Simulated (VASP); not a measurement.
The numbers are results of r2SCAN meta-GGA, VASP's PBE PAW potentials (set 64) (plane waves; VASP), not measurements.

VASP input:

### POSCAR
```
RuAs
1
    3.9111025355     0.0000000000    -0.0000000000
   -1.9555512678     3.3871144057    -0.0000000000
    0.0000000000     0.0000000000     5.9892946999
Ru As
2 2
Direct
  0.3333330000   0.6666670000   0.9913324787
  0.6666670000   0.3333330000   0.4913324787
  0.3333330000   0.6666670000   0.3836675213
  0.6666670000   0.3333330000   0.8836675213
```

File KPOINTS:
```
Automatic mesh
0
Gamma
8 8 5
0 0 0
```

**INCAR**
```
! general
SYSTEM  = RuAs
PREC    = Accurate
ENCUT   = 400
LREAL   = F   ! projection in real space or not
LASPH   = T   ! aspherical one-centre terms

! electronic loop
EDIFF   = 1E-6   ! SCF stop (eV)
NELM    = 100
ALGO    = Normal   ! blocked Davidson
LMAXMIX = 4
LMIXTAU = T

! smearing
ISMEAR  = 1   ! Methfessel-Paxton
SIGMA   = 0.1   ! width (eV)

! functional
METAGGA = R2SCAN

! ions
IBRION  = 2
NSW     = 60   ! most ionic steps
ISIF    = 3
EDIFFG  = -0.02   ! ionic stop

! output
LWAVE   = F
LCHARG  = F
```

POTCAR, in this order: Ru_pv As (PBE.64 set). Program: vasp_std.

The run wrote:

File OUTCAR:
```
 ion  position               nearest neighbor table
   1  0.333  0.667  0.991-   4 2.35   4 2.35   4 2.35   3 2.35
   2  0.667  0.333  0.491-   3 2.35   3 2.35   3 2.35   4 2.35
   3  0.333  0.667  0.384-   2 2.35   2 2.35   2 2.35   1 2.35
   4  0.667  0.333  0.884-   1 2.35   1 2.35   1 2.35   2 2.35
  LATTYP: Found a hexagonal cell.
 ALAT       =     3.9111025355
 C/A-ratio  =     1.5313571162
 Subroutine PRICEL returns:
 Original cell was already a primitive cell.
 Subroutine GETGRP returns: Found 12 space group operations
The static configuration has the point symmetry C_3v.
 The point group associated with its full space group is C_6v.
The dynamic configuration has the point symmetry C_3v.
 Subroutine INISYM returns: Found 12 space group operations
 Subroutine IBZKPT returns following result:
 Found     30 irreducible k-points:

 Following reciprocal coordinates:
            Coordinates               Weight
  0.000000  0.000000  0.000000      1.000000
  0.125000 -0.000000  0.000000      6.000000
  0.250000 -0.000000  0.000000      6.000000
  0.375000 -0.000000  0.000000      6.000000
  0.500000 -0.000000  0.000000      3.000000
  0.125000  0.125000  0.000000      6.000000
  0.250000  0.125000  0.000000     12.000000
  0.375000  0.125000  0.000000     12.000000
  0.250000  0.250000  0.000000      6.000000
  0.375000  0.250000  0.000000      6.000000
  0.000000  0.000000  0.200000      2.000000
  0.125000 -0.000000  0.200000     12.000000
  0.250000 -0.000000  0.200000     12.000000
  0.375000 -0.000000  0.200000     12.000000
  0.500000 -0.000000  0.200000      6.000000
  0.125000  0.125000  0.200000     12.000000
  0.250000  0.125000  0.200000     24.000000
  0.375000  0.125000  0.200000     24.000000
  0.250000  0.250000  0.200000     12.000000
  0.375000  0.250000  0.200000     12.000000
...
```

### OSZICAR
```
...
DAV:  15    -0.797673300062E+02   -0.24032E-04   -0.84706E-05  1499   0.656E-02    0.983E-03
DAV:  16    -0.797674265743E+02   -0.96568E-04   -0.10256E-04  1492   0.771E-02    0.446E-03
DAV:  17    -0.797674621351E+02   -0.35561E-04   -0.18109E-05  1555   0.335E-02    0.275E-03
DAV:  18    -0.797674571851E+02    0.49500E-05   -0.19212E-06  1287   0.110E-02    0.160E-03
DAV:  19    -0.797674619737E+02   -0.47885E-05   -0.72348E-07   893   0.576E-03    0.619E-04
DAV:  20    -0.797674576986E+02    0.42751E-05   -0.10130E-07   872   0.255E-03    0.367E-04
DAV:  21    -0.797674581032E+02   -0.40463E-06   -0.28280E-08   802   0.103E-03
   1 F= -.79767458E+02 E0= -.79767401E+02  d E =-.797675E+02
       N       E                     dE             d eps       ncg     rms          rms(c)
DAV:   1    -0.802703217986E+02   -0.50286E+00   -0.95589E+00  1394   0.325E+01    0.547E+00
DAV:   2    -0.798779544964E+02    0.39237E+00   -0.46555E+00  1441   0.173E+01    0.234E+00
DAV:   3    -0.797634014425E+02    0.11455E+00   -0.42235E-01  1395   0.500E+00    0.604E-01
DAV:   4    -0.797612195836E+02    0.21819E-02   -0.84852E-02  1468   0.125E+00    0.296E-01
DAV:   5    -0.797627041606E+02   -0.14846E-02   -0.17750E-02  1520   0.937E-01    0.168E-01
DAV:   6    -0.797640340997E+02   -0.13299E-02   -0.47111E-03  1443   0.443E-01    0.768E-02
DAV:   7    -0.797641251934E+02   -0.91094E-04   -0.18579E-03  1464   0.300E-01    0.341E-02
DAV:   8    -0.797649711968E+02   -0.84600E-03   -0.61460E-04  1541   0.162E-01    0.136E-02
DAV:   9    -0.797649663355E+02    0.48614E-05   -0.45249E-05  1633   0.449E-02    0.697E-03
DAV:  10    -0.797649910125E+02   -0.24677E-04   -0.16794E-05  1534   0.318E-02    0.335E-03
DAV:  11    -0.797649822135E+02    0.87990E-05   -0.20526E-06  1165   0.129E-02    0.130E-03
DAV:  12    -0.797649876945E+02   -0.54811E-05   -0.36508E-07   788   0.471E-03    0.844E-04
DAV:  13    -0.797649829393E+02    0.47552E-05   -0.14040E-07   795   0.291E-03    0.242E-04
DAV:  14    -0.797649834665E+02   -0.52725E-06   -0.45071E-08   774   0.132E-03
   2 F= -.79764983E+02 E0= -.79765044E+02  d E =0.247464E-02
       N       E                     dE             d eps       ncg     rms          rms(c)
DAV:   1    -0.799224586714E+02   -0.15748E+00   -0.28882E+00  1401   0.177E+01    0.320E+00
DAV:   2    -0.797998620219E+02    0.12260E+00   -0.12599E+00  1410   0.901E+00    0.128E+00
DAV:   3    -0.797720293720E+02    0.27833E-01   -0.10745E-01  1410   0.258E+00    0.313E-01
DAV:   4    -0.797711932354E+02    0.83614E-03   -0.21665E-02  1486   0.669E-01    0.119E-01
DAV:   5    -0.797718834952E+02   -0.69026E-03   -0.32705E-03  1528   0.375E-01    0.900E-02
DAV:   6    -0.797719387556E+02   -0.55260E-04   -0.14254E-03  1450   0.241E-01    0.305E-02
DAV:   7    -0.797723645229E+02   -0.42577E-03   -0.55162E-04  1471   0.162E-01    0.161E-02
DAV:   8    -0.797724415250E+02   -0.77002E-04   -0.84751E-05  1611   0.587E-02    0.766E-03
DAV:   9    -0.797724488596E+02   -0.73346E-05   -0.10309E-05  1590   0.226E-02    0.250E-03
DAV:  10    -0.797724403835E+02    0.84761E-05   -0.35762E-06  1347   0.156E-02    0.104E-03
DAV:  11    -0.797724453502E+02   -0.49667E-05   -0.30022E-07   809   0.492E-03    0.659E-04
DAV:  12    -0.797724432204E+02    0.21298E-05   -0.46863E-08   753   0.150E-03    0.151E-04
DAV:  13    -0.797724449180E+02   -0.16976E-05   -0.28300E-08   774   0.127E-03    0.120E-04
DAV:  14    -0.797724447906E+02    0.12742E-06   -0.11547E-08   774   0.680E-04
   3 F= -.79772445E+02 E0= -.79772442E+02  d E =-.498669E-02
       N       E                     dE             d eps       ncg     rms          rms(c)
DAV:   1    -0.797772718286E+02   -0.48269E-02   -0.41417E-01  1443   0.801E+00    0.418E-01
DAV:   2    -0.797751617188E+02    0.21101E-02   -0.24206E-02  1457   0.149E+00    0.209E-01
DAV:   3    -0.797741027747E+02    0.10589E-02   -0.44366E-03  1702   0.486E-01    0.414E-02
DAV:   4    -0.797744157668E+02   -0.31299E-03   -0.89224E-04  1415   0.223E-01    0.320E-02
DAV:   5    -0.797744226285E+02   -0.68617E-05   -0.27917E-04  1436   0.120E-01    0.289E-02
DAV:   6    -0.797745111784E+02   -0.88550E-04   -0.65080E-05  1471   0.594E-02    0.159E-02
DAV:   7    -0.797745065543E+02    0.46241E-05   -0.13146E-05  1780   0.209E-02    0.337E-03
DAV:   8    -0.797745116199E+02   -0.50656E-05   -0.24855E-06  1182   0.116E-02    0.305E-03
DAV:   9    -0.797745115989E+02    0.20952E-07   -0.57218E-07   767   0.545E-03
   4 F= -.79774512E+02 E0= -.79774617E+02  d E =-.206681E-02
       N       E                     dE             d eps       ncg     rms          rms(c)
DAV:   1    -0.798029006865E+02   -0.28389E-01   -0.37041E+00  1450   0.239E+01    0.125E+00
DAV:   2    -0.797832915149E+02    0.19609E-01   -0.21827E-01  1471   0.447E+00    0.634E-01
DAV:   3    -0.797727842487E+02    0.10507E-01   -0.42693E-02  1709   0.152E+00    0.128E-01
DAV:   4    -0.797764361101E+02   -0.36519E-02   -0.87772E-03  1415   0.707E-01    0.100E-01
DAV:   5    -0.797767761700E+02   -0.34006E-03   -0.19476E-03  1485   0.315E-01    0.919E-02
DAV:   6    -0.797772372742E+02   -0.46110E-03   -0.44121E-04  1471   0.156E-01    0.497E-02
DAV:   7    -0.797772042379E+02    0.33036E-04   -0.14618E-04  1671   0.730E-02    0.874E-03
DAV:   8    -0.797772569083E+02   -0.52670E-04   -0.34102E-05  1471   0.436E-02    0.867E-03
DAV:   9    -0.797772561730E+02    0.73530E-06   -0.43968E-06  1556   0.157E-02
   5 F= -.79777256E+02 E0= -.79777492E+02  d E =-.481138E-02
       N       E                     dE             d eps       ncg     rms          rms(c)
DAV:   1    -0.798004399030E+02   -0.23183E-01   -0.97095E-01  1380   0.731E+00    0.862E-01
DAV:   2    -0.797798329374E+02    0.20607E-01   -0.35914E-02  1555   0.139E+00    0.425E-01
DAV:   3    -0.797751098266E+02    0.47231E-02   -0.19600E-02  1695   0.965E-01    0.784E-02
DAV:   4    -0.797763904728E+02   -0.12806E-02   -0.29409E-03  1485   0.408E-01    0.483E-02
DAV:   5    -0.797759559612E+02    0.43451E-03   -0.11213E-03  1443   0.236E-01    0.486E-02
DAV:   6    -0.797765163142E+02   -0.56035E-03   -0.21448E-04  1443   0.107E-01    0.282E-02
DAV:   7    -0.797765751989E+02   -0.58885E-04   -0.58473E-05  1705   0.528E-02    0.798E-03
DAV:   8    -0.797766152248E+02   -0.40026E-04   -0.23425E-05  1415   0.410E-02    0.342E-03
DAV:   9    -0.797766076734E+02    0.75513E-05   -0.24663E-06  1183   0.150E-02    0.153E-03
DAV:  10    -0.797766117670E+02   -0.40935E-05   -0.24502E-07   774   0.449E-03    0.507E-04
DAV:  11    -0.797766092590E+02    0.25080E-05   -0.69955E-08   753   0.229E-03    0.241E-04
DAV:  12    -0.797766100998E+02   -0.84077E-06   -0.22248E-08   746   0.112E-03
   6 F= -.79776610E+02 E0= -.79776823E+02  d E =0.646073E-03
       N       E                     dE             d eps       ncg     rms          rms(c)
DAV:   1    -0.797864503532E+02   -0.98411E-02   -0.36024E-01  1380   0.446E+00    0.518E-01
DAV:   2    -0.797788695788E+02    0.75808E-02   -0.12977E-02  1548   0.843E-01    0.262E-01
DAV:   3    -0.797771832811E+02    0.16863E-02   -0.75901E-03  1709   0.611E-01    0.483E-02
DAV:   4    -0.797775731719E+02   -0.38989E-03   -0.12006E-03  1478   0.263E-01    0.291E-02
DAV:   5    -0.797774497053E+02    0.12347E-03   -0.52708E-04  1436   0.163E-01    0.305E-02
DAV:   6    -0.797776370163E+02   -0.18731E-03   -0.61721E-05  1471   0.563E-02    0.191E-02
DAV:   7    -0.797777135931E+02   -0.76577E-04   -0.66905E-05  1457   0.602E-02    0.418E-03
DAV:   8    -0.797777022727E+02    0.11320E-04   -0.62223E-06  1492   0.212E-02    0.228E-03
DAV:   9    -0.797777104786E+02   -0.82059E-05   -0.98066E-07   949   0.920E-03    0.830E-04
DAV:  10    -0.797777081119E+02    0.23666E-05   -0.13812E-07   739   0.266E-03    0.443E-04
DAV:  11    -0.797777096489E+02   -0.15369E-05   -0.46742E-08   732   0.160E-03    0.323E-04
DAV:  12    -0.797777095905E+02    0.58318E-07   -0.20191E-08   725   0.921E-04
   7 F= -.79777710E+02 E0= -.79777937E+02  d E =-.453417E-03
```

### OUTCAR
```
------------------------ aborting loop because EDIFF is reached ----------------------------------------
  FORCE on cell =-STRESS in cart. coord.  units (eV):
  Direction    XX          YY          ZZ          XY          YZ          ZX
  --------------------------------------------------------------------------------------
  Total        0.0032083      0.0032083      0.0000598     -0.0000000     -0.0000000      0.0000000
  in kB        0.0639896      0.0639896      0.0011926     -0.0000000     -0.0000000      0.0000000
  external PRESSURE =       0.0430572 kB  Pullay stress =       0.0000000 kB
  volume of cell :       80.33
      direct lattice vectors                 reciprocal lattice vectors
     3.899054783  0.000000000 -0.000000000     0.256472416  0.148074407 -0.000000000
    -1.949527392  3.376680744  0.000000000    -0.000000000  0.296148815 -0.000000000
     0.000000000  0.000000000  6.101406024     0.000000000 -0.000000000  0.163896649
 POSITION                                       TOTAL-FORCE (eV/Angst)
 -----------------------------------------------------------------------------------
     -0.00000      2.25112      6.06678         0.000000      0.000000     -0.004183
      1.94953      1.12556      3.01608        -0.000000     -0.000000     -0.004183
     -0.00000      2.25112      2.32265        -0.000000      0.000000      0.004183
      1.94953      1.12556      5.37336        -0.000000     -0.000000      0.004183
 -----------------------------------------------------------------------------------
    total drift:                               -0.002207      0.001274     -0.002552
  FREE ENERGIE OF THE ION-ELECTRON SYSTEM (eV)
  ---------------------------------------------------
  free  energy   TOTEN  =       -79.7777095905 eV

  energy  without entropy=      -79.7783927618  energy(sigma->0) =      -79.77793731

 reached required accuracy - stopping structural energy minimisation
```
(Selected blocks of OUTCAR.)

File CONTCAR:
```
RuAs
   1.00000000000000
     3.8990547832038382    0.0000000000001830   -0.0000000000000000
    -1.9495273916516069    3.3766807437684658    0.0000000000000000
     0.0000000000000000    0.0000000000000000    6.1014060241152599
  Ru              As
     2     2
Direct
     0.3333330000000032    0.6666669999999968    0.9943246651764993
     0.6666669999999968    0.3333330000000032    0.4943246651764994
     0.3333330000000032    0.6666669999999968    0.3806753348235006
     0.6666669999999968    0.3333330000000032    0.8806753348235007
```

The structure was generated: RuAs was put into the wurtzite type (P6_3mc), which need not be its known phase. This run relaxes it. Symmetry was kept, so distortions that lower it aren't found. The start is the result of an earlier pass.
